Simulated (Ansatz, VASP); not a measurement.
# Ga2S3 (alpha-Ga2S3 ferroelectric layer monolayer): VASP beside Ansatz

Aim: how closely do two programs agree when they are given the same cell, functional and k mesh? Of the first pair: The structure shown is the start of the Ansatz relaxation below; VASP solves that cell, so the two are compared at the walk's first step.

Main program and level: Ansatz 0.2.0; plane waves, with VASP 6.6.1 beside it; single point at LDA.

### Step 1. The structure

The cell holds 5 atoms: 3 S and 2 Ga. Cell: a = 3.650 Å, b = 3.650 Å, c = 43.404 Å, α = 90.0°, β = 90.0°, γ = 120.0°. Vacuum lies along c.

Coordinates:

```cif
data_structure
_symmetry_space_group_name_H-M 'P 1'
_symmetry_Int_Tables_number 1
_cell_length_a 3.6500
_cell_length_b 3.6500
_cell_length_c 43.4043
_cell_angle_alpha 90.000
_cell_angle_beta 90.000
_cell_angle_gamma 120.000
_cell_volume 500.78
loop_
_atom_site_label
_atom_site_type_symbol
_atom_site_fract_x
_atom_site_fract_y
_atom_site_fract_z
_atom_site_occupancy
S1 S 0.00000 0.00000 0.42853 1
S2 S 0.33333 0.66667 0.50680 1
S3 S 0.00000 0.00000 0.57147 1
Ga4 Ga 0.33333 0.66667 0.45451 1
Ga5 Ga 0.66667 0.33333 0.54267 1
```

### Step 2. Ansatz: relaxation, LDA

Ansatz runs on its default PAW (the set named soft_2) files.

The two programs are compared at the cell with which this relaxation starts, whose forces are those of its first step.

File input.yaml:

```yaml
crystal:
  lattice:
    - [3.65, 0.0, 0.0]
    - [-1.825, 3.1609927238, 0.0]
    - [0.0, 0.0, 43.4042854862]
  atoms:
    - { symbol: S, position: [0.0, 0.0, 0.4285291139] }
    - { symbol: Ga, position: [0.3333333333, 0.6666666667, 0.454505918] }
    - { symbol: S, position: [0.3333333333, 0.6666666667, 0.5068049013] }
    - { symbol: Ga, position: [0.6666666667, 0.3333333333, 0.5426718865] }
    - { symbol: S, position: [0.0, 0.0, 0.5714708861] }
  periodic: [true, true, false]
kpoints:
  mp_grid: { grid: [12, 12, 1] }
hamiltonian:
  xc: lda
scf:
  occupations: { method: fermi_dirac, width: 0.05 }
  convergence: { dr2_threshold: 1.0e-09 }
relax:
  f_tol: 0.004
  max_steps: 90
  cell: {}
output:
  write_potential: true
  write_density: true
  volumetric_format: npy
```

Launch:

```bash
$ ansatz run input.yaml --threads 4 --pin off --max-ram 6144MiB --backend cpu --events-out ev --progress --plain --runs-dir out
```

Numbers of over 12 decimals in the logs are rounded to 6 here.

What it wrote:

```text
Warning: relax.cell: scf.convergence.dr2_threshold = 1e-9 eV is looser than the 1.90418979045e-10 eV advised for a relaxation that steers and ends on the stress (1e-10 eV for each atom of the cell: 5, times the square of relax.cell.stress_2d_tol = 0.05 N/m over 16.2 Å (the atoms' height at the walk's start and 5 Å past either face), 3.086e-2 GPa, over a crystal's default 0.05). What an SCF threshold leaves in a stress goes as its square root, and in the free energy as the threshold itself, and one threshold admits the most on a small cell: [figures from the program's tests cut] Set scf.convergence.dr2_threshold to 1.90418979045e-10 eV or tighter. [rest of the remark cut]
Engine: ansatz 0.2.0, aarch64-unknown-linux-gnu
Pseudopotentials: kind: paw
Pseudopotential: S, paw, valence charge 6, recommended cutoff 420 eV (normal), S.paw.azcp
Pseudopotential: Ga, paw, valence charge 13, recommended cutoff 420 eV (normal), Ga.paw.azcp
Functional definition: SPW92
  exchange = slater_x
  correlation = pw_c
Crystal: 5 atoms, lattice volume = 500.782 Å³
Basis set: ecut = 420 eV, 9649 PW (Γ)
Bands: 27, of which v1, the nominal top of the filled ones, is band 22 counted from 1 (21 counted from 0)
Symmetry: 6 space group operations
Space group: P3m1 (ITA 156), of the structure as read, at distance tolerance 7.9e-5 Å
k-points: 19 of 144 (time reversal used)
Non-local potential: S, projectors of the file, l = 0: 2, l = 1: 2, l = 2: 2
Non-local potential: Ga, projectors of the file, l = 0: 2, l = 1: 2, l = 2: 3, l = 3: 1
PAW form: soft (Blöchl's): semilocal exchange-correlation on the pseudo side does not see the compensation charge
PAW frozen core: S, regenerated for the run's functional, and the local potential with it (the file was generated under x = pbe(κ = 0.804, μ = 0.219515), c = pbe(β = 0.066725))
PAW frozen core: Ga, regenerated for the run's functional, and the local potential with it (the file was generated under x = pbe(κ = 0.804, μ = 0.219515), c = pbe(β = 0.066725))
PAW one-centre angular grid: S, 110 points (default); XC on 64 Gauss nodes
PAW one-centre angular grid: Ga, 590 points (default); XC on 64 Gauss nodes
Initial density: superposition of atomic densities (neutral atoms: chi_scale 0, normalization atom), corrected by the library's trained network
Initial wavefunctions: pseudopotential atomic-orbital guess
Functional: x = slater, c = lda
SCF iter   1: F=—  HF=-10025.270907 eV  |F-HF|=—  |Δ(HF+E_count)|=         —  Δρ=3.43e-3  dr2=1.01e-1  ethr=1.77e-3  ⟨swp⟩=12.8  Hψ=3701  notcnv=0
preconditioner: auto → Resta (q_TF=auto, 1.819 Å⁻¹)  ε∞=1.7  [insulator: Δε(μ)=1.359 eV  Ē_g=13.374 eV  σ=0.050 eV  W_gap=1.00  n_scr=24 (ndim 8)  ℏωp=11.0 eV  f_vac=0.771  D(μ)=0.00/eV (n_scr^D=0)  ε∞_Penn≈1.7  vacuum switching on, ρ_ref=1.3e-2 e/Å³]
SCF iter   2: F=—  HF=-10025.263938 eV  |F-HF|=—  |Δ(HF+E_count)|=   6.97e-3  Δρ=1.91e-3  dr2=1.44e-1  ethr=2.31e-4  ⟨swp⟩=4.0  Hψ=1025  notcnv=0  defer=7
SCF iter   3: F=—  HF=-10025.254022 eV  |F-HF|=—  |Δ(HF+E_count)|=   9.92e-3  Δρ=1.21e-3  dr2=5.36e-2  ethr=2.31e-4  ⟨swp⟩=3.9  Hψ=904  notcnv=0  defer=6
SCF iter   4: F=—  HF=-10025.249519 eV  |F-HF|=—  |Δ(HF+E_count)|=   4.50e-3  Δρ=7.20e-4  dr2=4.15e-3  ethr=1.22e-4  ⟨swp⟩=1.8  Hψ=685  notcnv=0  defer=7
SCF iter   5: F=—  HF=-10025.248950 eV  |F-HF|=—  |Δ(HF+E_count)|=   5.69e-4  Δρ=3.05e-4  dr2=4.20e-4  ethr=9.43e-6  ⟨swp⟩=2.0  Hψ=689  notcnv=0  defer=7
SCF iter   6: F=—  HF=-10025.248973 eV  |F-HF|=—  |Δ(HF+E_count)|=   2.32e-5  Δρ=6.89e-5  dr2=2.29e-5  ethr=9.55e-7  ⟨swp⟩=2.7  Hψ=977  notcnv=0  defer=7
SCF iter   7: F=—  HF=-10025.248974 eV  |F-HF|=—  |Δ(HF+E_count)|=   7.20e-7  Δρ=1.56e-5  dr2=1.94e-6  ethr=5.20e-8  ⟨swp⟩=3.2  Hψ=1233  notcnv=0  defer=7
SCF iter   8: F=—  HF=-10025.248953 eV  |F-HF|=—  |Δ(HF+E_count)|=   2.06e-5  Δρ=4.74e-6  dr2=2.51e-7  ethr=4.41e-9  ⟨swp⟩=2.8  Hψ=951  notcnv=0  defer=7
SCF iter   9: F=—  HF=-10025.248953 eV  |F-HF|=—  |Δ(HF+E_count)|=   1.81e-8  Δρ=1.85e-6  dr2=2.35e-8  ethr=5.70e-10  ⟨swp⟩=2.8  Hψ=1022  notcnv=0  defer=7
SCF iter  10: F=—  HF=-10025.248953 eV  |F-HF|=—  |Δ(HF+E_count)|=   2.58e-9  Δρ=7.34e-7  dr2=3.30e-9  ethr=5.35e-11  ⟨swp⟩=3.2  Hψ=1162  notcnv=0  defer=7
[...]
SCF 1 converged in 11 iterations: F = -10025.248953 eV  dr2 = 6.38e-10
[...]
SCF iter   6: F=—  HF=-10025.576123 eV  |F-HF|=—  |Δ(HF+E_count)|=   1.71e-8  Δρ=2.29e-6  dr2=1.48e-8  ethr=2.02e-10  ⟨swp⟩=3.1  Hψ=1081  notcnv=0
SCF iter   7: F=—  HF=-10025.576123 eV  |F-HF|=—  |Δ(HF+E_count)|=   1.39e-9  Δρ=5.00e-7  dr2=1.25e-9  ethr=3.36e-11  ⟨swp⟩=2.4  Hψ=956  notcnv=0
SCF iter   8: F=-10025.576123 eV  HF=-10025.576123 eV  |F-HF|=1.40e-10  |Δ(HF+E_count)|=  1.09e-10  Δρ=1.70e-7  dr2=1.18e-10  ethr=2.27e-12  ⟨swp⟩=11.0  Hψ=4297  notcnv=0
SCF 5 converged in 8 iterations: F = -10025.576123 eV  dr2 = 1.18e-10
relax step   5: F+E_penalty+E_count = -10025.57612302 eV  Δ(F+E_penalty+E_count) = -9.383e-5 eV  max|allowed force component| = 2.678e-3 eV/Å  Δτ_max = 0.0031 Å  P = +0.006 N/m  Ω = 474.271 Å³  energy of the carried Pulay correction = +8.000e-4 eV  fix = [c, alpha, beta]  reactions: c +0.000 N/m  (8 SCF iters, accepted)
Initial wavefunctions: pseudopotential atomic-orbital guess (no wavefunctions were taken with the density)
iter 1 solved again at ethr=3.56e-7 eV; its pass at ethr=3.10e-3 eV (dr2=1.57e-4 eV) is discarded
SCF iter   1: F=—  HF=-10025.575291 eV  |F-HF|=—  |Δ(HF+E_count)|=         —  Δρ=2.54e-5  dr2=7.94e-7  ethr=3.56e-7  ⟨swp⟩=4.7  Hψ=6078  notcnv=0
preconditioner: auto → Resta (q_TF=auto, 1.836 Å⁻¹)  ε∞=1.7  [insulator: Δε(μ)=1.695 eV  Ē_g=13.812 eV  σ=0.050 eV  W_gap=1.00  n_scr=24 (ndim 8)  ℏωp=11.3 eV  f_vac=0.777  D(μ)=0.00/eV (n_scr^D=0)  ε∞_Penn≈1.7  vacuum switching on, ρ_ref=1.4e-2 e/Å³]
SCF iter   2: F=—  HF=-10025.575271 eV  |F-HF|=—  |Δ(HF+E_count)|=   2.04e-5  Δρ=1.75e-5  dr2=5.35e-7  ethr=1.81e-9  ⟨swp⟩=3.6  Hψ=1379  notcnv=0
SCF iter   3: F=—  HF=-10025.575271 eV  |F-HF|=—  |Δ(HF+E_count)|=   1.02e-7  Δρ=3.57e-6  dr2=3.63e-7  ethr=1.22e-9  ⟨swp⟩=2.0  Hψ=911  notcnv=0
SCF iter   4: F=—  HF=-10025.575271 eV  |F-HF|=—  |Δ(HF+E_count)|=   2.99e-8  Δρ=2.85e-6  dr2=5.82e-7  ethr=8.25e-10  ⟨swp⟩=3.0  Hψ=986  notcnv=0
SCF iter   5: F=—  HF=-10025.575271 eV  |F-HF|=—  |Δ(HF+E_count)|=   5.42e-8  Δρ=8.80e-7  dr2=3.42e-8  ethr=8.25e-10  ⟨swp⟩=1.7  Hψ=570  notcnv=0
SCF iter   6: F=-10025.575271 eV  HF=-10025.575271 eV  |F-HF|=5.51e-10  |Δ(HF+E_count)|=   3.67e-9  Δρ=2.52e-7  dr2=6.01e-10  ethr=2.27e-12  ⟨swp⟩=14.1  Hψ=5274  notcnv=0
SCF 6 converged in 6 iterations: F = -10025.575271 eV  dr2 = 6.01e-10
relax step   6: F+E_penalty+E_count = -10025.57527082 eV  Δ(F+E_penalty+E_count) = +8.522e-4 eV  max|allowed force component| = 2.629e-3 eV/Å  Δτ_max = 0.0000 Å  P = +0.007 N/m  Ω = 474.271 Å³  fix = [c, alpha, beta]  reactions: c +0.000 N/m  stress off target by 6.81e-3 N/m on what of the cell is left free  SCF on the basis re-selected at this cell (its energy is not comparable with the rows above)  (6 SCF iters)
basis re-selected at this cell: Δ(F+E_penalty+E_count) = +8.522e-4 eV, ΔP = +0.001 N/m vs the last step (what re-selecting the basis moved, of the pressure what is left beyond the Pulay correction that the steps carried, after the strain that the cell walked since its last selection, with what the two solves' SCF thresholds leave and, on support functions, any second-order correction that the steps lacked; it is no measure of the basis error at this ecutwfc). The dense FFT grid was sized anew with the basis: this SCF ran on 24×24×300 points, the steps before it on 25×25×300, so part of this shift can come from that change (see relax.cell in the input reference). [rest of the remark cut]
WARN: The output density's exchange-correlation potential varies sharply where the density is thin. Do not read a vacuum level from v_tot or v_xc, or from such a field of the output density. On a cell that repeats whose density bears no net charge and no dipole along the vacuum's axis use v_es (v_loc + v_h of the components); under efield.dipole_correction with no amplitude use v_es + v_field, which holds any externa [...]
SCF converged after 6 iterations
Free energy (F): -10025.575271 eV
Harris-Foulkes:  -10025.575271 eV  (|F-HF|=5.51e-10)
Internal energy: -10025.575271 eV  (E = F + TS)
E sigma→0 (E₀):  -10025.575271 eV
Fermi energy:    -5.304194 eV
--- Per-component energies (eV) ---
  E_band       = -698.098241
  E_kinetic    = 555.233796
  E_local      = -138865.106012  (includes V_loc(G=0)·N_el)
  E_nonlocal   = 947.527149
  E_hartree    = 68949.520641
  E_xc         = -425.760378
  E_vxc        = -379.823838  (∫ρ·V_xc dr)
  E_paw        = -5538.315177  (= ΣΔE_a)
  E_vpaw       = -854.969933  (= ΣTr[D̂ρ^β])
  E_aug_tail   = -0.000261  (compensation charges beyond the density's cutoff)
  E_ewald      = 64347.408418
  E_core_change = 3.916552  (= ΣΔE_core)
  E_smearing   = -0.000000  (= −TS)
  E_closure    = 0.000000  (closes the sum)
  Σ components = -10025.575271   (vs F -10025.575271, Δ=0.00e0)
--- Forces (eV/Å), atoms counted from 1 ---
  atom   1  S      0.00000000     0.00000000    -0.00006230
  atom   2  Ga     0.00000000    -0.00000000     0.00015076
  atom   3  S     -0.00000000     0.00000000    -0.00268158
  atom   4  Ga     0.00000000     0.00000000     0.00156974
  atom   5  S      0.00000000    -0.00000000     0.00075893
  max |Σ_I F_I| component: 2.64e-4 eV/Å
--- 2D stress c σ (N/m, compression-positive) ---
        0.006809       0.000000      -0.000000
        0.000000       0.006809       0.000000
       -0.000000       0.000000       0.000000
  P = ½ c Tr σ = 0.0068 N/m
--- Band table (eV; the first three rows and the last of 19) ---
  k-point 0: bands = [... 18 lower, -6.5169, -6.5169, -6.3760, -6.3760, -4.4143, -3.0192, -1.8104, -1.2611, ... 1 higher]
  k-point 1: bands = [... 18 lower, -7.1213, -6.8371, -6.5769, -6.2152, -3.9985, -2.6870, -1.7178, -1.3654, ... 1 higher]
  k-point 2: bands = [... 18 lower, -7.4454, -7.2958, -7.0469, -6.1696, -3.4981, -2.6839, -1.9521, -0.9258, ... 1 higher]
  k-point 18: bands = [... 18 lower, -9.1970, -8.7814, -8.2158, -6.6433, -3.8057, -2.9056, -1.4868, -0.5794, ... 1 higher]
  the weakly bound empty levels are not read free of the cell's end (no_gap_told)
--- Relaxed structure (5 steps of the walk, 5 accepted, 1 SCFs on fresh bases) ---
  F+E_penalty+E_count = -10025.57527082 eV   max|allowed force component| = 2.629e-3 eV/Å   (the final SCF, on the basis selected at the relaxed cell)
  cell:  # Å, volume = 474.2713 Å³
    - [3.552072, 0.0, 0]
    - [-1.776036, 3.076185, 0]
    - [0, 0, 43.4042854862]
  atoms:
    - { symbol: S, position: [-1.4802973661453342e-17, -3.3306690739077814e-17, 0.432246] }
    - { symbol: Ga, position: [0.333333, 0.666667, 0.456355] }
    - { symbol: S, position: [0.333333, 0.666667, 0.506579] }
    - { symbol: Ga, position: [0.666667, 0.333333, 0.541349] }
    - { symbol: S, position: [-1.4802973661453342e-17, -3.3306690739077814e-17, 0.567454] }
```

(Part 1 of 2 ends here.)

[Lines on the potential files, build, host, timing and source positions are cut from VASP's logs without a mark.]

[Logs are printed without paths, hosts, clocks, repeated set-up lines and the standing remarks that a program may print on its own settings, such as how far it seeks lower states.]

[Hosts, paths, dates, database ids (printed as entryN), source tags and the programs' standing remarks are cut or masked in the printed files.]
